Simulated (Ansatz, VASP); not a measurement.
# Cross-check of SnSe2 between VASP and Ansatz

Aim: how closely do two programs agree when they are given the same cell, functional and k mesh? The structure shown comes from an earlier Ansatz run, which isn't shown and may have moved the atoms alone.

Calculated with Ansatz 0.2.0; plane waves, with VASP 6.6.1 beside it; elastic constants at PBE.

## Step 1: Starting point

Symmetry: P-3m1, No. 164, trigonal system. Conventional cell: a = 3.872 Å, b = 3.872 Å, c = 6.995 Å, α = 90.00°, β = 90.00°, γ = 120.00°. Nearest to Sn lie 6 Se at 2.75 Å. Nearest to Se lie 3 Sn at 2.75 Å. Farther neighbours and most contacts between anions are not listed.

Coordinates:

```cif
data_structure
_symmetry_space_group_name_H-M 'P 1'
_symmetry_Int_Tables_number 1
_cell_length_a 3.8718
_cell_length_b 3.8718
_cell_length_c 6.9951
_cell_angle_alpha 90.000
_cell_angle_beta 90.000
_cell_angle_gamma 120.000
_cell_volume 90.81
loop_
_atom_site_label
_atom_site_type_symbol
_atom_site_fract_x
_atom_site_fract_y
_atom_site_fract_z
_atom_site_occupancy
Sn1 Sn 0.00000 0.00000 0.00000 1
Se2 Se 0.33333 0.66667 0.22794 1
Se3 Se 0.66667 0.33333 0.77206 1
```

## Step 2: Ansatz: elastic constants, PBE

Ansatz runs on its PAW soft_1 files.

Elastic constants are differences of stresses under small strains, so they test the stress and the mesh.

Input file input.yaml:

```yaml
crystal:
  lattice:
    - [3.8717876596, 0.0, 0.0]
    - [-1.9358938298, 3.3530664712, 0.0]
    - [0.0, 0.0, 6.9951117783]
  atoms:
    - { symbol: Sn, position: [0.0, 0.0, 0.0] }
    - { symbol: Se, position: [0.3333333333, 0.6666666667, 0.2279390083] }
    - { symbol: Se, position: [0.6666666667, 0.3333333333, 0.7720609917] }
kpoints:
  mp_grid: { grid: [9, 9, 4] }
hamiltonian:
  xc: pbe
  pseudopotentials: { kind: paw, azcp: { folder: soft_1 } }
scf:
  occupations: { method: fixed }
output:
  forces: true
  stress: true
  eigenvalues: true
elastic:
  mode: relaxed_ion
  stencil: two_point
```

Run with:

```sh
> ansatz run input.yaml --threads 4 --pin off --max-ram 8192MiB --backend cpu --events-out ev --progress --plain --runs-dir out
```

Numbers of over 12 decimals in the logs are rounded to 6 here.

The program printed:

```text
Engine: ansatz 0.2.0, aarch64-unknown-linux-gnu
Pseudopotentials: kind: paw
Pseudopotential: Sn, paw, valence charge 14, recommended cutoff 420 eV (normal), soft_1/Sn.paw.azcp
Pseudopotential: Se, paw, valence charge 16, recommended cutoff 420 eV (normal), soft_1/Se.paw.azcp
Functional definition: PBE
  parameter kappa = 0.804
  parameter beta = 0.066725
  exchange = pbe_x(kappa = kappa, mu = beta*pi^2/3)
  correlation = pbe_c(beta = beta)
Crystal: 3 atoms, lattice volume = 90.813 Å³
Basis set: ecut = 420 eV, 1787 PW (Γ), exchange–correlation on 54×54×96 points (8 copies of the dense FFT grid, shifted against one another)
Bands: 28, of which v1, the nominal top of the filled ones, is band 23 counted from 1 (22 counted from 0)
Symmetry: 12 space group operations
Space group: P-3m1 (ITA 164), of the structure as read, at distance tolerance 4.5e-5 Å
k-points: 43 of 324
Non-local potential: Sn, projectors of the file, l = 0: 2, l = 1: 2, l = 2: 2, l = 3: 1
Non-local potential: Se, projectors of the file, l = 0: 2, l = 1: 2, l = 2: 3, l = 3: 1
PAW form: soft (Blöchl's): semilocal exchange-correlation on the pseudo side does not see the compensation charge
PAW one-centre angular grid: Sn, 590 points (default); XC on 64 Gauss nodes
PAW one-centre angular grid: Se, 590 points (default); XC on 64 Gauss nodes
Initial density: superposition of atomic densities (chi_scale 0.1, normalization cell, long waves kept (reshape's long-wave potential 0.16 eV rms))
Initial wavefunctions: pseudopotential atomic-orbital guess
Functional: x = pbe(κ = 0.804, μ = 0.219515), c = pbe(β = 0.066725)
SCF iter   1: F=—  HF=-16963.877038 eV  |F-HF|=—  |Δ(HF+E_count)|=         —  Δρ=2.96e-2  dr2=1.59e0  ethr=3.10e-3  ⟨swp⟩=4.8  Hψ=4407  notcnv=0  defer=124
preconditioner: auto → Resta (q_TF=auto, 2.436 Å⁻¹)  ε∞=3.6  [insulator: Δε(μ)=0.663 eV  Ē_g=9.581 eV  n_scr=22 (ndim 8)  ℏωp=15.6 eV  f_vac=0.169  ε∞_Penn≈3.6]
SCF iter   2: F=—  HF=-16963.537719 eV  |F-HF|=—  |Δ(HF+E_count)|=   3.39e-1  Δρ=1.47e-2  dr2=2.13e-1  ethr=3.10e-3  ⟨swp⟩=2.0  Hψ=1739  notcnv=0  defer=49
SCF iter   3: F=—  HF=-16963.493840 eV  |F-HF|=—  |Δ(HF+E_count)|=   4.39e-2  Δρ=4.95e-3  dr2=1.90e-2  ethr=4.63e-4  ⟨swp⟩=2.0  Hψ=1436  notcnv=0  defer=122
SCF iter   4: F=—  HF=-16963.493605 eV  |F-HF|=—  |Δ(HF+E_count)|=   2.35e-4  Δρ=9.30e-4  dr2=1.33e-3  ethr=4.12e-5  ⟨swp⟩=2.0  Hψ=2207  notcnv=0  defer=126
SCF iter   5: F=—  HF=-16963.493815 eV  |F-HF|=—  |Δ(HF+E_count)|=   2.10e-4  Δρ=4.75e-4  dr2=2.35e-4  ethr=2.89e-6  ⟨swp⟩=2.0  Hψ=2239  notcnv=0  defer=126
SCF iter   6: F=—  HF=-16963.494174 eV  |F-HF|=—  |Δ(HF+E_count)|=   3.58e-4  Δρ=1.15e-4  dr2=1.69e-5  ethr=5.11e-7  ⟨swp⟩=3.0  Hψ=2243  notcnv=0  defer=126
SCF iter   7: F=—  HF=-16963.494197 eV  |F-HF|=—  |Δ(HF+E_count)|=   2.32e-5  Δρ=4.05e-5  dr2=1.45e-6  ethr=3.68e-8  ⟨swp⟩=3.0  Hψ=2383  notcnv=0  defer=55
SCF iter   8: F=—  HF=-16963.494203 eV  |F-HF|=—  |Δ(HF+E_count)|=   6.20e-6  Δρ=6.75e-6  dr2=1.20e-7  ethr=3.16e-9  ⟨swp⟩=2.3  Hψ=1560  notcnv=0  defer=44
SCF iter   9: F=—  HF=-16963.494203 eV  |F-HF|=—  |Δ(HF+E_count)|=   3.37e-7  Δρ=2.78e-6  dr2=9.95e-9  ethr=2.62e-10  ⟨swp⟩=2.1  Hψ=1472  notcnv=0  defer=47
SCF iter  10: F=—  HF=-16963.494203 eV  |F-HF|=—  |Δ(HF+E_count)|=   3.55e-8  Δρ=6.01e-7  dr2=3.58e-10  ethr=2.16e-11  ⟨swp⟩=2.3  Hψ=1520  notcnv=0  defer=48
[...]
SCF 1 converged in 14 iterations: F = -16963.494203 eV  dr2 = 6.61e-14
  greatest PAW one-centre occupation: 1.000 electrons in one spin orbital (limit 2), on the Se atom at site 2 (counted from 0), in its partial waves of l = 2
Crystal: 3 atoms, lattice volume = 90.631 Å³
Symmetry: 4 space group operations
k-points: 95 of 324
Initial density: handed on by an earlier stage of this run
Initial wavefunctions: pseudopotential atomic-orbital guess (no wavefunctions were taken with the density)
[...]
SCF 27 converged in 9 iterations: F = -16963.494202 eV  dr2 = 2.40e-14
relax step   2: F+E_penalty+E_count = -16963.49420208 eV  Δ(F+E_penalty+E_count) = -3.056e-5 eV  max|allowed force component| = 1.631e-4 eV/Å  Δτ_max = 0.0031 Å  (9 SCF iters, accepted)
[...]
SCF iter   6: F=—  HF=-16963.494202 eV  |F-HF|=—  |Δ(HF+E_count)|=  1.09e-11  Δρ=1.77e-8  dr2=1.85e-13  ethr=3.27e-15 (applied; sched 1.00e-12)  ⟨swp⟩=2.6  Hψ=4104  notcnv=0  defer=95
SCF iter   7: F=-16963.494202 eV  HF=-16963.494202 eV  |F-HF|=3.64e-12  |Δ(HF+E_count)|=    0.00e0  Δρ=6.48e-9  dr2=2.56e-14  ethr=1.00e-12  ⟨swp⟩=4.0  Hψ=9567  notcnv=0
SCF 28 converged in 7 iterations: F = -16963.494202 eV  dr2 = 2.56e-14
relax step   3: F+E_penalty+E_count = -16963.49420209 eV  Δ(F+E_penalty+E_count) = -8.491e-9 eV  max|allowed force component| = 1.272e-6 eV/Å  Δτ_max = 0.0001 Å  (7 SCF iters, accepted)
iter 1 solved again at ethr=1.00e-12 eV; its pass at ethr=3.10e-3 eV (dr2=2.28e-11 eV) is discarded
SCF iter   1: F=—  HF=-16963.494216 eV  |F-HF|=—  |Δ(HF+E_count)|=         —  Δρ=3.14e-7  dr2=2.65e-11  ethr=1.00e-12  ⟨swp⟩=2.3  Hψ=9921  notcnv=0  defer=95
SCF iter   2: F=—  HF=-16963.494202 eV  |F-HF|=—  |Δ(HF+E_count)|=   1.40e-5  Δρ=1.57e-7  dr2=1.07e-11  ethr=5.75e-14 (applied; sched 1.00e-12)  ⟨swp⟩=3.1  Hψ=6048  notcnv=0  defer=95
SCF iter   3: F=—  HF=-16963.494202 eV  |F-HF|=—  |Δ(HF+E_count)|=  7.28e-12  Δρ=1.07e-7  dr2=3.54e-12  ethr=2.32e-14 (applied; sched 1.00e-12)  ⟨swp⟩=1.0  Hψ=2567  notcnv=0  defer=95
SCF iter   4: F=—  HF=-16963.494202 eV  |F-HF|=—  |Δ(HF+E_count)|=  7.28e-12  Δρ=7.59e-8  dr2=1.60e-12  ethr=7.70e-15 (applied; sched 1.00e-12)  ⟨swp⟩=1.0  Hψ=2565  notcnv=0  defer=95
SCF iter   5: F=—  HF=-16963.494202 eV  |F-HF|=—  |Δ(HF+E_count)|=  3.64e-12  Δρ=4.80e-8  dr2=6.08e-13  ethr=3.48e-15 (applied; sched 1.00e-12)  ⟨swp⟩=1.0  Hψ=2568  notcnv=0  defer=95
SCF iter   6: F=—  HF=-16963.494202 eV  |F-HF|=—  |Δ(HF+E_count)|=  3.64e-12  Δρ=2.07e-8  dr2=1.14e-13  ethr=1.32e-15 (applied; sched 1.00e-12)  ⟨swp⟩=2.0  Hψ=3080  notcnv=0  defer=95
SCF iter   7: F=-16963.494202 eV  HF=-16963.494202 eV  |F-HF|=7.28e-12  |Δ(HF+E_count)|=    0.00e0  Δρ=4.70e-9  dr2=5.91e-15  ethr=1.00e-12  ⟨swp⟩=4.0  Hψ=8137  notcnv=0
SCF 29 converged in 7 iterations: F = -16963.494202 eV  dr2 = 5.91e-15
SCF converged after 14 iterations
Free energy (F): -16963.494203 eV
Harris-Foulkes:  -16963.494203 eV  (|F-HF|=3.64e-12)
Internal energy: -16963.494203 eV  (E = F + TS)
E sigma→0 (E₀):  -16963.494203 eV
Fermi energy:    5.691481 eV
--- Per-component energies (eV) ---
  E_band       = -960.404595
  E_kinetic    = 388.284472
  E_local      = -7648.105608  (includes V_loc(G=0)·N_el)
  E_nonlocal   = -563.629732
  E_hartree    = 3912.762905
  E_xc         = -294.664002
  E_vxc        = -259.251159  (∫ρ·V_xc dr)
  E_paw        = -8631.797432  (= ΣΔE_a)
  E_vpaw       = -703.227917  (= ΣTr[D̂ρ^β])
  E_aug_tail   = -0.000464  (compensation charges beyond the density's cutoff)
  E_ewald      = -4126.344343
  E_smearing   = -0.000000  (= −TS)
  E_closure    = 0.000000  (closes the sum)
  Σ components = -16963.494203   (vs F -16963.494203, Δ=0.00e0)
--- Forces (eV/Å), atoms counted from 1 ---
  atom   1  Sn    -0.00000000    -0.00000000     0.00000000
  atom   2  Se    -0.00000000     0.00000000    -0.00000738
  atom   3  Se    -0.00000000    -0.00000000     0.00000738
  max |Σ_I F_I| component: 2.31e-18 eV/Å
--- Stress (GPa, compression-positive) ---
        0.000988      -0.000000      -0.000000
       -0.000000       0.000988      -0.000000
       -0.000000       0.000000       0.005732
  P = ⅓ Tr σ = 0.0026 GPa (0.026 kbar)
--- Band table (eV; the first three rows and the last of 43) ---
  k-point 0: bands = [... 19 lower, 5.2192, 5.2192, 5.5673, 5.5673, 6.7818, 8.7758, 10.2760, 10.2760, ... 1 higher]
  k-point 1: bands = [... 19 lower, 5.2071, 5.2071, 5.5863, 5.5863, 7.2870, 8.7438, 10.2394, 10.2394, ... 1 higher]
  k-point 2: bands = [... 19 lower, 5.1960, 5.1960, 5.6043, 5.6043, 7.6691, 8.6936, 10.2036, 10.2036, ... 1 higher]
  k-point 42: bands = [... 19 lower, 2.0918, 2.4940, 5.0936, 5.0936, 7.6762, 10.4849, 10.4849, 11.9109, ... 1 higher]
--- Elastic constants: 3 strain directions × 2 members + reference (group order 12) ---
  dense FFT box of the reference and of every strained cell: 27×27×48
  strains applied: 11, 33, 23; error gains: componentwise 1.00 (the most a stress slope's error grows in a printed constant), spectral 1.41 (1 for all six strains in a standard setting)
  C = ∂σ_k/∂η_j (tension-positive GPa; Voigt order 11 22 33 23 13 12):
        83.992     20.792      1.801      0.079     -0.000      0.000
        20.792     83.992      1.801     -0.079     -0.000      0.000
         1.804      1.804      2.743      0.000     -0.000      0.000
         0.080     -0.080     -0.000      1.230     -0.000     -0.000
         0.000      0.000      0.000     -0.000      1.230      0.080
         0.000      0.000     -0.000     -0.000      0.079     31.600
  reference stress σ⁰ (GPa):     -0.001     -0.001     -0.006      0.000      0.000      0.000
  C* (energy form; C + prestress term) asymmetry max|C*_kj − C*_jk| = 1.914e-3 GPa — a small one proves nothing (zero by symmetry where the batch's group is 432, −43m or m−3m); a large one is finite-difference/SCF noise where every solve meets its electron count
  moduli (Voigt/Reuss/Hill, GPa): K = 24.39/2.73/13.56   G = 16.57/2.26/9.41   E = 22.94   ν = 0.218
  mechanically stable: yes (min eigenvalue of sym C = 1.23 GPa)
  strain η (Voigt 11):  stress-route row diagonal C_11 = 83.99 GPa, energy-path curvature d²(F+E_count+ΔE)/dδ²/Ω₀ = 83.97 GPa
         δ    σ_11 (GPa)             F (eV)   n_scf  n_hpsi   n_pw
    -2.000e-3      -0.1704      -16963.4941066       7   36703   1795   relax 4 steps, max|allowed force component| 5.24e-6 eV/Å
     2.000e-3       0.1656      -16963.4941110       7   36570   1809   relax 3 steps, max|allowed force component| 4.02e-8 eV/Å
  strain η (Voigt 33):  stress-route row diagonal C_33 = 2.74 GPa, energy-path curvature d²(F+E_count+ΔE)/dδ²/Ω₀ = 2.64 GPa
         δ    σ_33 (GPa)             F (eV)   n_scf  n_hpsi   n_pw
    -2.000e-3      -0.0114      -16963.4941938       6   15927   1805   relax 4 steps, max|allowed force component| 1.71e-7 eV/Å
     2.000e-3      -0.0004      -16963.4942078       7   16435   1805   relax 3 steps, max|allowed force component| 2.26e-7 eV/Å
  strain η (Voigt 23):  stress-route row diagonal C_44 = 1.23 GPa, energy-path curvature d²(F+E_count+ΔE)/dδ²/Ω₀ = 1.19 GPa
         δ    σ_23 (GPa)             F (eV)   n_scf  n_hpsi   n_pw
    -2.000e-3      -0.0025      -16963.4942020       7   42402   1805   relax 5 steps, max|allowed force component| 2.56e-6 eV/Å
     2.000e-3       0.0024      -16963.4942021       7   36848   1805   relax 3 steps, max|allowed force component| 1.27e-6 eV/Å
```

The column dr2 measures how far the density is from self-consistency, as an energy; F and HF (Harris–Foulkes) agree once it is small.

(Continued in part 2 of 2.)

[Lines on the potential files, build, host, timing and source positions are cut from VASP's logs without a mark.]

[Logs are printed without paths, hosts, clocks, repeated set-up lines and the standing remarks that a program may print on its own settings, such as how far it seeks lower states.]

[Hosts, paths, dates, database ids (printed as entryN), source tags and the programs' standing remarks are cut or masked in the printed files.]
